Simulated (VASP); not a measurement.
Output of a VASP run:

**OSZICAR**
```
       N       E                     dE             d eps       ncg     rms          rms(c)
DAV:   1     0.970521078346E+02    0.97052E+02   -0.10943E+04  3808   0.261E+03
DAV:   2    -0.580230008982E+01   -0.10285E+03   -0.10093E+03  3754   0.353E+02
DAV:   3    -0.105806137609E+02   -0.47783E+01   -0.47613E+01  4125   0.811E+01
DAV:   4    -0.106542542406E+02   -0.73640E-01   -0.73583E-01  4955   0.942E+00
DAV:   5    -0.106558325895E+02   -0.15783E-02   -0.15802E-02  4351   0.119E+00    0.932E+00
DAV:   6    -0.118374737642E+02   -0.11816E+01   -0.22757E+01  4119   0.630E+01    0.118E+01
DAV:   7    -0.973381503650E+01    0.21037E+01   -0.96270E+00  3734   0.465E+01    0.166E+00
DAV:   8    -0.972127935503E+01    0.12536E-01   -0.24238E-01  4200   0.545E+00    0.658E-01
DAV:   9    -0.971519597403E+01    0.60834E-02   -0.20538E-02  4832   0.225E+00    0.135E-01
DAV:  10    -0.971492600595E+01    0.26997E-03   -0.67767E-04  4894   0.387E-01    0.633E-02
DAV:  11    -0.971491344379E+01    0.12562E-04   -0.66442E-05  5114   0.145E-01    0.122E-02
DAV:  12    -0.971491371283E+01   -0.26904E-06   -0.30995E-06  4900   0.304E-02    0.250E-03
DAV:  13    -0.971491413589E+01   -0.42306E-06   -0.48454E-07  4257   0.104E-02    0.148E-03
DAV:  14    -0.971491372163E+01    0.41427E-06   -0.10968E-07  2228   0.578E-03    0.403E-04
DAV:  15    -0.971491369692E+01    0.24701E-07   -0.14083E-08  2080   0.114E-03
   1 F= -.97149137E+01 E0= -.97149137E+01  d E =0.000000E+00
```

File OUTCAR:
```
------------------------ aborting loop because EDIFF is reached ----------------------------------------
  FORCE on cell =-STRESS in cart. coord.  units (eV):
  Direction    XX          YY          ZZ          XY          YZ          ZX
  --------------------------------------------------------------------------------------
  Total        0.0003299      0.0003299      0.0003299      0.0000000      0.0000000     -0.0000000
  in kB        0.0216518      0.0216518      0.0216518      0.0000000      0.0000000     -0.0000000
  external PRESSURE =       0.0216518 kB  Pullay stress =       0.0000000 kB
  volume of cell :       24.42
      direct lattice vectors                 reciprocal lattice vectors
     2.901031006  0.000000000  0.000000000     0.344705037  0.000000000  0.000000000
     0.000000000  2.901031006  0.000000000     0.000000000  0.344705037  0.000000000
     0.000000000  0.000000000  2.901031006     0.000000000  0.000000000  0.344705037
 POSITION                                       TOTAL-FORCE (eV/Angst)
 -----------------------------------------------------------------------------------
      1.45052      1.45052      1.45052         0.000000      0.000000      0.000000
      0.00000      0.00000      0.00000         0.000000      0.000000      0.000000
 -----------------------------------------------------------------------------------
    total drift:                                0.000000      0.000000     -0.000000
  FREE ENERGIE OF THE ION-ELECTRON SYSTEM (eV)
  ---------------------------------------------------
  free  energy   TOTEN  =        -9.7149136969 eV

  energy  without entropy=       -9.7149136969  energy(sigma->0) =       -9.71491370

 total charge

# of ion       s       p       d       tot
------------------------------------------
    1        0.843   0.867  10.044  11.753
    2        0.379   0.437   7.494   8.310
--------------------------------------------------
tot          1.222   1.304  17.537  20.063
```
(Selected blocks of OUTCAR.)

### POSCAR
```
CoGa
1
    2.9010310063     0.0000000000     0.0000000000
    0.0000000000     2.9010310063     0.0000000000
    0.0000000000     0.0000000000     2.9010310063
Ga Co
1 1
Direct
  0.5000000000   0.5000000000   0.5000000000
  0.0000000000   0.0000000000   0.0000000000
```

Question: Reconstruct the remaining input files.

Answer: Several could match; the one computed here: the input of the run itself, revPBE GGA, plane waves, VASP's PBE PAW potentials (set 64).

File KPOINTS:
```
kpoints
0
G
14 14 14
0 0 0
```

**INCAR**
```
ALGO = Normal
EDIFF = 1E-7
ENCUT = 520
GGA = RE
ISIF = 2
ISMEAR = -5
LASPH = .TRUE.
LCHARG = .TRUE.
LMAXMIX = 4
LORBIT = 11
LREAL = .FALSE.
LWAVE = .FALSE.
NEDOS = 601
NELM = 100
PREC = Accurate
SYSTEM = CoGa
```

POTCAR, in this order: Ga_d Co (PBE.64 set). Program: vasp_std.

For a metal the tetrahedron method with Blöchl corrections gives inexact stress and forces.

The compound is CoGa in the CsCl type structure. It was relaxed first. The run is not spin-polarised, so no magnetic state was tried.
